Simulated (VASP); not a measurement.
# CrBiF3 (Pm-3m) in VASP: single point with PBE

Aim: the single point of CrBiF3 with PBE.

All numbers are computed with VASP 6.6.1; they aren't measurements. Logs are shortened: lines on timing, memory, paths and dates and some standing lists are left out, and cuts for length are marked.

## Step 1: The cell of the first run

It takes space group Pm-3m (No. 221, cubic). Conventional cell: a = 4.679 Å, b = 4.679 Å, c = 4.679 Å, α = 90.00°, β = 90.00°, γ = 90.00°. Around Cr (site symmetry m-3m) lie 12 F at 3.31 Å. Bi (site symmetry m-3m) is surrounded by 6 F at 2.34 Å. F (site symmetry 4/mmm) has 2 Bi at 2.34 Å as nearest neighbours.

The cell was built by a generator and needn't be a form met in nature.

## Step 2: Single point, PBE, collinear spin, typed start (species swapped into the Ti3InC type (Pm-3m, No. 221))

Input file INCAR:

```
PREC = Accurate
ENCUT = 520
EDIFF = 1E-6
ISMEAR = 0
SIGMA = 0.1
LREAL = F
LASPH = T
NELM = 150
ALGO = Fast
ISIF = 2
LWAVE = F
LCHARG = T
ISPIN = 2
MAGMOM = 5.29 0 0 0 0
LORBIT = 11
LMAXMIX = 4
GGA = PE
LELF = T
LVHAR = T
NBANDS = 36
```

Input file KPOINTS:

```
Automatic mesh
0
Gamma
  8 8 8
```

Input file POSCAR:

```
CrBiF3
1.0
    4.6788545415      0.0000000000      0.0000000000
    0.0000000000      4.6788545415      0.0000000000
    0.0000000000      0.0000000000      4.6788545415
Cr Bi F
1 1 3
Direct
    0.0000000000      0.0000000000      0.0000000000
    0.5000000000      0.5000000000      0.5000000000
    0.5000000000      0.5000000000      0.0000000000
    0.5000000000      0.0000000000      0.5000000000
    0.0000000000      0.5000000000      0.5000000000
```

Potentials or basis: VASP PAW PBE potentials, release 64 (Cr_pv, Bi_d, F).

Run with:

```
$ cat potpaw_PBE.64/Cr_pv/POTCAR potpaw_PBE.64/Bi_d/POTCAR potpaw_PBE.64/F/POTCAR > POTCAR
$ mpirun -np 1 vasp_std > vasp.out
```

OUTCAR:

```text
PREC = Accurate
   ENCUT = 520
   EDIFF = 1E-6
   ISMEAR = 0
   LREAL = F
   LASPH = T
   NELM = 150
   ISIF = 2
   ISPIN = 2
   LORBIT = 11
   GGA = PE

 ion  position               nearest neighbor table
   1  0.000  0.000  0.000-
   2  0.500  0.500  0.500-   3 2.34   4 2.34   5 2.34   3 2.34   4 2.34   5 2.34
   3  0.500  0.500  0.000-   2 2.34   2 2.34
   4  0.500  0.000  0.500-   2 2.34   2 2.34
   5  0.000  0.500  0.500-   2 2.34   2 2.34

  LATTYP: Found a simple cubic cell.
 ALAT       =     4.6788545415

  Lattice vectors:

 A1 = (   4.6788545415,   0.0000000000,   0.0000000000)
 A2 = (   0.0000000000,   4.6788545415,   0.0000000000)
 A3 = (   0.0000000000,   0.0000000000,   4.6788545415)

Analysis of symmetry for initial positions (statically):
=====================================================================
 Subroutine PRICEL returns:
 Original cell was already a primitive cell.

 Routine SETGRP: Setting up the symmetry group for a
 simple cubic supercell.

 Subroutine GETGRP returns: Found 48 space group operations
 (whereof 48 operations were pure point group operations)
 out of a pool of 48 trial point group operations.

The static configuration has the point symmetry O_h .

Analysis of symmetry for dynamics (positions and initial velocities):
=====================================================================
 Subroutine PRICEL returns:
 Original cell was already a primitive cell.

 Routine SETGRP: Setting up the symmetry group for a
 simple cubic supercell.

 Subroutine GETGRP returns: Found 48 space group operations
 (whereof 48 operations were pure point group operations)
 out of a pool of 48 trial point group operations.

The dynamic configuration has the point symmetry O_h .

Analysis of structural, dynamic, and magnetic symmetry:
=====================================================================
 Subroutine PRICEL returns:
 Original cell was already a primitive cell.

 Routine SETGRP: Setting up the symmetry group for a
 simple cubic supercell.

 Subroutine GETGRP returns: Found 48 space group operations
 (whereof 48 operations were pure point group operations)
 out of a pool of 48 trial point group operations.

The overall configuration has the point symmetry O_h .

 Subroutine INISYM returns: Found 48 space group operations
 (whereof 48 operations are pure point group operations),
 and found     1 'primitive' translations

----------------------------------------------------------------------------------------

                                     Primitive cell

  volume of cell :     102.4280

  direct lattice vectors                    reciprocal lattice vectors
     4.678854541  0.000000000  0.000000000     0.213727525  0.000000000  0.000000000
     0.000000000  4.678854541  0.000000000     0.000000000  0.213727525  0.000000000
     0.000000000  0.000000000  4.678854541     0.000000000  0.000000000  0.213727525

  length of vectors
     4.678854541  4.678854541  4.678854541     0.213727525  0.213727525  0.213727525

  position of ions in fractional coordinates (direct lattice)
     0.000000000  0.000000000  0.000000000
     0.500000000  0.500000000  0.500000000
     0.500000000  0.500000000  0.000000000
     0.500000000  0.000000000  0.500000000
     0.000000000  0.500000000  0.500000000

  ion indices of the primitive-cell ions
   primitive index   ion index
                 1           1
                 2           2
                 3           3
                 4           4
                 5           5

----------------------------------------------------------------------------------------

 KPOINTS: Automatic mesh

Automatic generation of k-mesh.
 Grid dimensions read from file:
 generate k-points for:    8    8    8

 Generating k-lattice:

  Cartesian coordinates                     Fractional coordinates (reciprocal lattice)
     0.026715941  0.000000000  0.000000000     0.125000000  0.000000000  0.000000000
     0.000000000  0.026715941  0.000000000     0.000000000  0.125000000  0.000000000
     0.000000000  0.000000000  0.026715941     0.000000000  0.000000000  0.125000000

  Length of vectors
     0.026715941  0.026715941  0.026715941

  Shift w.r.t. Gamma in fractional coordinates (k-lattice)
     0.000000000  0.000000000  0.000000000

 Subroutine IBZKPT returns following result:
 ===========================================

 Found     35 irreducible k-points:

 Following reciprocal coordinates:
            Coordinates               Weight
  0.000000  0.000000  0.000000      1.000000
  0.125000  0.000000  0.000000      6.000000
  0.250000  0.000000  0.000000      6.000000
  0.375000  0.000000  0.000000      6.000000
  0.500000  0.000000  0.000000      3.000000
  0.125000  0.125000  0.000000     12.000000
[... 16 lines left out ...]
  0.375000  0.375000  0.125000     24.000000
  0.500000  0.375000  0.125000     24.000000
 [... further k-points ...]
   k-points           NKPTS =     35   k-points in BZ     NKDIM =     35   number of bands    NBANDS=     36
   number of dos      NEDOS =    301   number of ions     NIONS =      5
   total plane-waves  NPLWV =  46656
   dimension x,y,z NGX =    36 NGY =   36 NGZ =   36
   dimension x,y,z NGXF=    72 NGYF=   72 NGZF=   72
   ions per type =               1   1   3
   NGX,Y,Z   is equivalent  to a cutoff of  12.79, 12.79, 12.79 a.u.
   NGXF,Y,Z  is equivalent  to a cutoff of  25.58, 25.58, 25.58 a.u.
 SYSTEM =  unknown system
   PREC   = accura    normal or accurate (medium, high low for compatibility)
   ISTART =      0    job   : 0-new  1-cont  2-samecut
   ICHARG =      2    charge: 1-file 2-atom 10-const
   ISPIN  =      2    spin polarized calculation?
   LNONCOLLINEAR =      F non collinear calculations
   LSORBIT =      F    spin-orbit coupling
   LASPH  =      T    aspherical Exc in radial PAW
   ENCUT  =  520.0 eV  38.22 Ry    6.18 a.u.   8.70  8.70  8.70*2*pi/ulx,y,z
   NELM   =    150;   NELMIN=  2; NELMDL= -5     # of ELM steps
   EDIFF  = 0.1E-05   stopping-criterion for ELM
   LREAL  =      F    real-space projection
   EDIFFG = 0.1E-04   stopping-criterion for IOM
   NSW    =      0    number of steps for IOM
   IBRION =     -1    ionic relax: 0-MD 1-quasi-New 2-CG
   NFREE  =      0    steps in history (QN), initial steepest desc. (CG)
   ISIF   =      2    stress and relaxation
   ISYM   =      2    0-nonsym 1-usesym 2-fastsym
   POTIM  = 0.5000    time-step for ionic-motion
   TEBEG  =    0.0;   TEEND  =   0.0 temperature during run
   PSTRESS=    0.0 pullay stress
   NELECT =      48.0000    total number of electrons
   NUPDOWN=      -1.0000    fix difference up-down
   EMIN   =  10.00;   EMAX   =-10.00  energy-range for DOS
   EFERMI =   0.00;   METHOD = LEGACY
   ISMEAR =     0;   SIGMA  =   0.10  broadening in eV -4-tet -1-fermi 0-gaus
   EFERMI_NEDOS =   21; number of points for ismear=-14 and -15
   IALGO  =     68    algorithm
   IMIX   =      4    mixing-type and parameters
     AMIX     =   0.40;   BMIX     =  1.00
     AMIX_MAG =   1.60;   BMIX_MAG =  1.00
  volume/ion in A,a.u.               =      20.49       138.24
  Fermi-wavevector in a.u.,A,eV,Ry     =   1.271596  2.402967 22.000015  1.616955
  Thomas-Fermi vector in A             =   2.404520
   LORBIT       =     11    0 simple, 1 ext, 2 COOP (PROOUT), +10 PAW based schemes
   GGA     = PE    functional components
   LHFCALC =     F    Hartree Fock is set to
   AEXX    =    0.0000 exact exchange contribution
   IVDW    =     0    specifies the selected vdW correction
   LEPSILON=     F    determine dielectric tensor
   LRPA    =     F    only Hartree local field effects (RPA)
 spin polarized calculation
 RMM-DIIS sequential band-by-band and
 Gauss-broadening in eV      SIGMA  =   0.10
  energy-cutoff  :      520.00
  volume of cell :      102.43
 maximum number of plane-waves:      2800
 NGX is ok and might be reduce to    36
   NGX = 17   NGY = 17   NGZ = 17

 number of electron      47.9999988 magnetization       5.8841996

 Free energy of the ion-electron system (eV)
  ---------------------------------------------------
  ext. energy  EPLUGINS =         0.00000000
  ---------------------------------------------------
  free energy    TOTEN  =       -24.59777410 eV

  energy without entropy =      -24.59088195  energy(sigma->0) =      -24.59432802

 E-fermi :   3.9800     XC(G=0):  -8.7345

 val. band max:        3.9776309289   @ k =   0.5000   0.3750   0.3750
 cond. band min:       3.9984893012   @ k =   0.5000   0.0000   0.0000
 fundamental gap:      0.0208583723
 Fermi energy:         3.9800345318

 spin component 1

 k-point     1 :       0.0000    0.0000    0.0000
  band No.  band energies     occupation
      1     -39.2619      1.00000
      2     -39.2619      1.00000
      3     -39.2619      1.00000
      4     -21.8544      1.00000
      5     -21.8544      1.00000
      6     -21.1082      1.00000
[... 28 lines left out ...]
     35      10.9041      0.00000
     36      11.3434      0.00000

 k-point     2 :       0.1250    0.0000    0.0000
  band No.  band energies     occupation
      1     -39.2620      1.00000
      2     -39.2620      1.00000
      3     -39.2620      1.00000
      4     -21.8543      1.00000
      5     -21.8147      1.00000
      6     -21.0929      1.00000
[... 28 lines left out ...]
     35      11.6365      0.00000
     36      12.8036      0.00000
[... 817 lines left out ...]
     35      12.9228      0.00000
     36      13.0428      0.00000

 k-point    24 :       0.5000    0.3750    0.1250
  band No.  band energies     occupation
      1     -39.2622      1.00000
      2     -39.2621      1.00000
      3     -39.2620      1.00000
      4     -21.6901      1.00000
      5     -21.2397      1.00000
      6     -21.0388      1.00000
[... 28 lines left out ...]
     35      12.7377      0.00000
     36      13.0985      0.00000

 [... further k-points ...]

 spin component 2

 k-point     1 :       0.0000    0.0000    0.0000
  band No.  band energies     occupation
      1     -34.9374      1.00000
      2     -34.9374      1.00000
      3     -34.9374      1.00000
      4     -21.7946      1.00000
      5     -21.7946      1.00000
      6     -21.0021      1.00000
[... 28 lines left out ...]
     35      12.2788      0.00000
     36      13.3346      0.00000

 k-point     2 :       0.1250    0.0000    0.0000
  band No.  band energies     occupation
      1     -34.9374      1.00000
      2     -34.9374      1.00000
      3     -34.9374      1.00000
      4     -21.7945      1.00000
      5     -21.7551      1.00000
      6     -21.0025      1.00000
[... 28 lines left out ...]
     35      12.9816      0.00000
     36      13.3517      0.00000
[... 817 lines left out ...]
     35      13.6919      0.00000
     36      14.3826      0.00000

 k-point    24 :       0.5000    0.3750    0.1250
  band No.  band energies     occupation
      1     -34.9377      1.00000
      2     -34.9376      1.00000
      3     -34.9374      1.00000
      4     -21.6302      1.00000
      5     -21.1931      1.00000
      6     -21.0078      1.00000
[... 28 lines left out ...]
     35      13.7991      0.00000
     36      14.2211      0.00000

 [... further k-points ...]

------------------------ aborting loop because EDIFF is reached ----------------------------------------

  FORCE on cell =-STRESS in cart. coord.  units (eV):
  Direction    XX          YY          ZZ          XY          YZ          ZX
  --------------------------------------------------------------------------------------
  -------------------------------------------------------------------------------------
  Total       -0.1196842     -0.1196842     -0.1196842      0.0000000      0.0000000     -0.0000000
  in kB       -1.8720994     -1.8720994     -1.8720994      0.0000000      0.0000000     -0.0000000
  external PRESSURE =      -1.8720994 kB  Pullay stress =       0.0000000 kB

 VOLUME and BASIS-vectors are now :
 -----------------------------------------------------------------------------
  energy-cutoff  :      520.00
  volume of cell :      102.43
      direct lattice vectors                 reciprocal lattice vectors
     4.678854541  0.000000000  0.000000000     0.213727525  0.000000000  0.000000000
     0.000000000  4.678854541  0.000000000     0.000000000  0.213727525  0.000000000
     0.000000000  0.000000000  4.678854541     0.000000000  0.000000000  0.213727525

 POSITION                                       TOTAL-FORCE (eV/Angst)
 -----------------------------------------------------------------------------------
      0.00000      0.00000      0.00000         0.000000      0.000000      0.000000
      2.33943      2.33943      2.33943         0.000000      0.000000      0.000000
      2.33943      2.33943      0.00000         0.000000      0.000000      0.000000
      2.33943      0.00000      2.33943         0.000000      0.000000      0.000000
      0.00000      2.33943      2.33943         0.000000      0.000000      0.000000
 -----------------------------------------------------------------------------------
    total drift:                                0.000000      0.000000      0.000000

  FREE ENERGIE OF THE ION-ELECTRON SYSTEM (eV)
  ---------------------------------------------------
  free  energy   TOTEN  =       -24.5977741003 eV

  energy  without entropy=      -24.5908819470  energy(sigma->0) =      -24.59432802

 total charge

# of ion       s       p       d       tot
------------------------------------------
    1        0.213   5.989   4.303  10.505
    2        1.687   0.703  10.003  12.393
    3        1.749   4.306   0.000   6.055
    4        1.749   4.306   0.000   6.055
    5        1.749   4.306   0.000   6.055
--------------------------------------------------
tot          7.148  19.609  14.306  41.062

 magnetization (x)

# of ion       s       p       d       tot
------------------------------------------
    1        0.202   0.009   4.290   4.501
    2        0.011   0.078   0.001   0.091
    3        0.007   0.052   0.000   0.059
    4        0.007   0.052   0.000   0.059
    5        0.007   0.052   0.000   0.059
--------------------------------------------------
tot          0.234   0.244   4.291   4.770
```

Run time: 2.6 min. Hardware: 1 thread of Intel Xeon 6975P-C (Granite Rapids), shared host; peak memory 0.36 GiB.

Results:

- Free energy: -24.5978 eV
- Pressure: -0.2 GPa
- Band gap on the k mesh: none (metal or under the smearing width)
- Net moment: 5.88 μB per cell
- Site moments: Cr +4.50; Bi +0.09; F +0.06 μB
- Valence electrons inside the program's atomic spheres: Cr 10.51; Bi 12.39; F 6.05

Caveat: spin-orbit coupling is left out, which moves the levels of the heavy elements; a cell with one magnetic atom can't hold antiferromagnetic order, which such compounds often take; semilocal functionals often make such compounds metallic where correlation or magnetic order opens a gap, which also shifts bond lengths.
